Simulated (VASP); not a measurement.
**HoN: interstitial Na from one void to a neighbouring one**

Wanted: the minimum-energy path in HoN for this move: interstitial Na from one void to a neighbouring one. The start is a cell from a database of measured crystal structures.

Program: VASP 6.6.1. Level of theory: r2SCAN, 4f electrons in the core; plane waves and PAW (Ho_3, N), in the first sound run; inputs show where later runs differ. Results are calculated unless marked as measured.

**1. The host crystal**

The structure is cubic, space group Fm-3m (No. 225). Conventional cell: a = 4.870 Å, b = 4.870 Å, c = 4.870 Å, α = 90.00°, β = 90.00°, γ = 90.00°. Nearest to Ho lie 6 N at 2.44 Å. N has 6 Ho at 2.44 Å nearest. Farther neighbours and most contacts between anions are not listed.

Structure file:

```xyz
2
Lattice="0.0000 2.4350 2.4350 2.4350 0.0000 2.4350 2.4350 2.4350 0.0000" Properties=species:S:1:pos:R:3 pbc="T T T"
Ho    0.0000    0.0000    0.0000
N     2.4350    2.4350    2.4350
```

**2. Relax the host**

The later steps need the crystal at this functional's own lattice; a raised cutoff keeps the stress reliable while the cell changes.

Contents of INCAR:

```
SYSTEM = HoN
PREC = Accurate
ENCUT = 520
EDIFF = 1E-06
NELM = 120
ISMEAR = 0
SIGMA = 0.1
LREAL = .FALSE.
ALGO = Normal
METAGGA = R2SCAN
LASPH = .TRUE.
NBANDS = 13
LORBIT = 11
LWAVE = .FALSE.
LCHARG = .FALSE.
KPAR = 3
IBRION = 2
NSW = 40
ISIF = 3
EDIFFG = -0.02
POTIM = 0.4
```

Contents of POSCAR:

```
HoN
1.0
    0.0000000000      2.4350000000      2.4350000000
    2.4350000000      0.0000000000      2.4350000000
    2.4350000000      2.4350000000      0.0000000000
Ho N
1 1
Direct
    0.0000000000      0.0000000000      0.0000000000
    0.5000000000      0.5000000000      0.5000000000
```

Contents of KPOINTS:

```
Automatic mesh
0
Gamma
7 7 7
0 0 0
```

The projector-augmented-wave data sets are Ho_3 and N (PBE family, release 64).

The run is started by

```sh
mpirun -np 3 vasp_std
```

Output:

```text
[banner, memory and clock lines left out]
running    3 mpi-ranks, on    1 nodes
 distrk:  each k-point on    1 cores,    3 groups
 distr:  one band on    1 cores,    1 groups

 POSCAR found type information on POSCAR HoN
 POSCAR found :  2 types and       2 ions
|                                                                             |
|               ----> ADVICE to this user running VASP <----                  |
|                                                                             |
|     You enforced a specific xc type in the INCAR file but a different       |
|     [... a line on the potential file left out ...]
|     I HOPE YOU KNOW WHAT YOU ARE DOING!                                     |
|                                                                             |

 LDA part: xc-table for (None), standard interpolation
 POSCAR, INCAR and KPOINTS ok, starting setup
 FFT: planning ... GRIDC
 FFT: planning ... GRID_SOFT
 FFT: planning ... GRID
 WAVECAR not read
 entering main loop
       N       E                     dE             d eps       ncg     rms          rms(c)
DAV:   1     0.350236253404E+02    0.35024E+02   -0.68934E+03   568   0.111E+03
DAV:   2    -0.462806907047E+02   -0.81304E+02   -0.72345E+02   781   0.317E+02
DAV:   3    -0.511287139888E+02   -0.48480E+01   -0.47804E+01   799   0.690E+01
DAV:   4    -0.511671119435E+02   -0.38398E-01   -0.38364E-01   679   0.507E+00
DAV:   5    -0.511675772744E+02   -0.46533E-03   -0.46527E-03   718   0.438E-01    0.314E+01
DAV:   6    -0.460091745083E+02    0.51584E+01   -0.78622E+00   808   0.257E+01    0.240E+01
DAV:   7    -0.461179207093E+02   -0.10875E+00   -0.44250E-01   625   0.557E+00    0.140E+01
DAV:   8    -0.461262183856E+02   -0.82977E-02   -0.55540E-02   799   0.330E+00    0.172E+00
DAV:   9    -0.461254100545E+02    0.80833E-03   -0.99122E-03   781   0.583E-01    0.737E-01
DAV:  10    -0.461255845686E+02   -0.17451E-03   -0.22926E-03   807   0.426E-01    0.152E-01
DAV:  11    -0.461255463053E+02    0.38263E-04   -0.16071E-04   800   0.110E-01    0.300E-02
DAV:  12    -0.461255479013E+02   -0.15961E-05   -0.12645E-05   772   0.310E-02    0.919E-03
DAV:  13    -0.461255477147E+02    0.18666E-06   -0.27593E-07   285   0.585E-03
   1 F= -.46125548E+02 E0= -.46125547E+02  d E =-.461255E+02
 curvature:   0.00 expect dE= 0.000E+00 dE for cont linesearch  0.000E+00
 trial: gam= 0.00000 g(F)=  0.607E-60 g(S)=  0.517E-02 ort = 0.000E+00 (trialstep = 0.100E+01)
 search vector abs. value=  0.517E-02
 bond charge predicted
       N       E                     dE             d eps       ncg     rms          rms(c)
DAV:   1    -0.461391612202E+02   -0.13613E-01   -0.27700E-01   795   0.547E+00    0.158E+00
DAV:   2    -0.461287736943E+02    0.10388E-01   -0.31269E-02   651   0.127E+00    0.535E-01
DAV:   3    -0.461264508733E+02    0.23228E-02   -0.37425E-03   820   0.892E-01    0.356E-01
DAV:   4    -0.461257173015E+02    0.73357E-03   -0.15907E-03   830   0.585E-01    0.173E-01
DAV:   5    -0.461257193718E+02   -0.20703E-05   -0.14871E-04   651   0.833E-02    0.388E-02
DAV:   6    -0.461257188016E+02    0.57013E-06   -0.25690E-05   755   0.411E-02    0.135E-02
DAV:   7    -0.461257178985E+02    0.90311E-06   -0.60686E-07   340   0.839E-03
   2 F= -.46125718E+02 E0= -.46125717E+02  d E =-.170184E-03
 trial-energy change:   -0.000170  1 .order   -0.000310   -0.005169    0.004550
 step:   0.5103(harm=  0.5319)  dis= 0.00000  next Energy=   -46.126848 (dE=-0.130E-02)
 bond charge predicted
       N       E                     dE             d eps       ncg     rms          rms(c)
DAV:   1    -0.461299144038E+02   -0.41956E-02   -0.66147E-02   795   0.264E+00    0.780E-01
DAV:   2    -0.461275318362E+02    0.23826E-02   -0.76167E-03   651   0.620E-01    0.265E-01
DAV:   3    -0.461270142993E+02    0.51754E-03   -0.88972E-04   820   0.431E-01    0.180E-01
DAV:   4    -0.461268646130E+02    0.14969E-03   -0.39285E-04   835   0.289E-01    0.845E-02
DAV:   5    -0.461268592853E+02    0.53277E-05   -0.37525E-05   721   0.415E-02    0.181E-02
DAV:   6    -0.461268545690E+02    0.47163E-05   -0.65304E-06   657   0.193E-02    0.634E-03
DAV:   7    -0.461268548374E+02   -0.26840E-06   -0.25214E-07   275   0.581E-03
   3 F= -.46126855E+02 E0= -.46126854E+02  d E =-.130712E-02
 curvature:  -0.27 expect dE=-0.413E-05 dE for cont linesearch -0.413E-05
 trial: gam=-0.05188 g(F)=  0.607E-60 g(S)=  0.156E-04 ort = 0.284E-03 (trialstep = 0.902E+00)
 search vector abs. value=  0.470E-07
 reached required accuracy - stopping structural energy minimisation
```

Elapsed: 1.7 min, on 3 MPI ranks of AMD EPYC 7R43, shared host; peak memory 0.44 GiB; 5 min of CPU time.

Lines that name or quote the potential files are left out of all logs, and their timing lines are given in words.

OUTCAR, selected parts (step 2):

```text
ion  position               nearest neighbor table
   1  0.000  0.000  0.000-   2 2.44   2 2.44   2 2.44   2 2.44   2 2.44   2 2.44
   2  0.500  0.500  0.500-   1 2.44   1 2.44   1 2.44   1 2.44   1 2.44   1 2.44

  LATTYP: Found a face centered cubic cell.
 ALAT       =     4.8700000000

 Subroutine GETGRP returns: Found 48 space group operations
 (whereof 48 operations were pure point group operations)

The static configuration has the point symmetry O_h .

 Found     20 irreducible k-points:

   k-points           NKPTS =     20   k-points in BZ     NKDIM =     20   number of bands    NBANDS=     13

   dimension x,y,z NGX =    28 NGY =   28 NGZ =   28
   dimension x,y,z NGXF=    56 NGYF=   56 NGZF=   56

   ENCUT  =  520.0 eV  38.22 Ry    6.18 a.u.   6.40  6.40  6.40*2*pi/ulx,y,z

   NELECT =      14.0000    total number of electrons

 k-points in reciprocal lattice and weights: Automatic mesh
   0.00000000  0.00000000  0.00000000       0.003
   0.14285714  0.00000000  0.00000000       0.023
   0.28571429  0.00000000  0.00000000       0.023
   0.42857143  0.00000000  0.00000000       0.023
   0.14285714  0.14285714  0.00000000       0.017
   0.28571429  0.14285714  0.00000000       0.070
   0.42857143  0.14285714  0.00000000       0.070
  -0.42857143  0.14285714  0.00000000       0.070
  -0.28571429  0.14285714  0.00000000       0.070
[...]
-0.42857143  0.42857143  0.14285714       0.070
  -0.28571429  0.42857143  0.14285714       0.070

 average (electrostatic) potential at core
       1 -35.5056       2 -65.6492

 E-fermi :   4.0340

 k-point     1 :       0.0000    0.0000    0.0000
  band No.  band energies     occupation
    ...
      3     -18.8387      2.00000
      4     -10.2594      2.00000
      5       3.7652      1.99986
      6       3.7652      1.99986
      7       3.7652      1.99986
      8       7.4027      0.00000
      9       7.4027      0.00000
     10       7.4027      0.00000
     11       8.3094      0.00000
     12       9.6553      0.00000
    ...

 k-point     2 :       0.1429    0.0000    0.0000
  band No.  band energies     occupation
    ...
      3     -18.8546      2.00000
      4      -9.8794      2.00000
      5       2.5434      2.00000
      6       3.0854      2.00000
      7       3.0854      2.00000
      8       7.5693      0.00000
      9       7.9446      0.00000
     10       7.9446      0.00000
     11       9.5009      0.00000
     12      10.7419      0.00000
    ...

 k-point     3 :       0.2857    0.0000    0.0000
  band No.  band energies     occupation
    ...
      3     -18.8900      2.00000
      4      -9.0418      2.00000
      5       0.6740      2.00000
      6       2.0174      2.00000
      7       2.0174      2.00000
      8       8.2574      0.00000
      9       9.3107      0.00000
     10       9.3107      0.00000
     11      11.4108      0.00000
     12      12.9910      0.00000
    ...

  Total       -0.0164018     -0.0164018     -0.0164018      0.0000000     -0.0000000      0.0000000
  in kB       -0.9181508     -0.9181508     -0.9181508      0.0000000     -0.0000000      0.0000000
  external PRESSURE =      -0.9181508 kB  Pullay stress =       0.0000000 kB

  energy-cutoff  :      520.00
  volume of cell :       28.62
      direct lattice vectors                 reciprocal lattice vectors
     0.000000000  2.427834126  2.427834126    -0.205944877  0.205944877  0.205944877
     2.427834126  0.000000000  2.427834126     0.205944877 -0.205944877  0.205944877
     2.427834126  2.427834126  0.000000000     0.205944877  0.205944877 -0.205944877

 POSITION                                       TOTAL-FORCE (eV/Angst)
 -----------------------------------------------------------------------------------
      0.00000      0.00000      0.00000         0.000000      0.000000     -0.000000
      2.42783      2.42783      2.42783        -0.000000     -0.000000      0.000000
 -----------------------------------------------------------------------------------
    total drift:                                0.000000      0.000000      0.000000

  FREE ENERGIE OF THE ION-ELECTRON SYSTEM (eV)
  ---------------------------------------------------
  free  energy   TOTEN  =       -46.1268548374 eV

  energy  without entropy=      -46.1268541065  energy(sigma->0) =      -46.12685447

 reached required accuracy - stopping structural energy minimisation

 total charge
# of ion       s       p       d       tot
------------------------------------------
    1        0.382   6.971   1.380   8.732
    2        1.247   2.455   0.000   3.702
--------------------------------------------------
tot          1.629   9.427   1.380  12.435

[... 3 further parts left out ...]
```

The data set Ho_3 holds the 4f electrons frozen in the core, so no f bands or f moments appear. The gap is read on the k-mesh alone, so it is an upper bound where the band edges lie off the mesh. The PAW data sets were made with PBE, which is usual practice but a small mismatch for other functionals. The run keeps the 48 symmetry operations of its start, so it cannot find a distortion of lower symmetry.

The steps of the relaxation:

```csv
step,energy less that of the first step (eV),largest force (eV/Å),pressure (GPa),volume (Å³)
1,0.0000,0.0000,-1.66,28.88
2,-0.0002,0.0000,1.49,28.38
3,-0.0013,0.0000,-0.09,28.62
```

```
conventional cell, symmetrised  before  after  change
                         a (Å)   4.870  4.856  -0.3 %
                         b (Å)   4.870  4.856  -0.3 %
                         c (Å)   4.870  4.856  -0.3 %
              volume (Å³/atom)   14.44  14.31  -0.9 %
```

Final coordinates:

```xyz
2
Lattice="0.0000 2.4278 2.4278 2.4278 0.0000 2.4278 2.4278 2.4278 0.0000" Properties=species:S:1:pos:R:3 pbc="T T T"
Ho    0.0000    0.0000    0.0000
N     2.4278    2.4278    2.4278
```

Numbers from this step:

| Quantity | Value |
| --- | --- |
| electronic cycles | 27 |
| electrons | 14 |
| free energy (TOTEN) | -46.13 eV |
| Fermi energy | 4.034 eV |
| labelled metallic, from the levels on this mesh | no |
| gap on the k-mesh | 0.5496 eV |
| least direct gap on the k-mesh | 0.9929 eV |

The run ended after 3 ionic steps, 0.001 eV below its first step, once forces and stress met EDIFFG = -0.02.

[end of part 1 of 4]

[Lines on the potential files, build, host, timing and source positions are cut from VASP's logs without a mark.]

[Logs are printed without paths, hosts, clocks, repeated set-up lines and the standing remarks that a program may print on its own settings, such as how far it seeks lower states.]

[Hosts, paths, dates, database ids (printed as entryN), source tags and the programs' standing remarks are cut or masked in the printed files.]

[Runs that stopped without an error message from VASP are left out.]
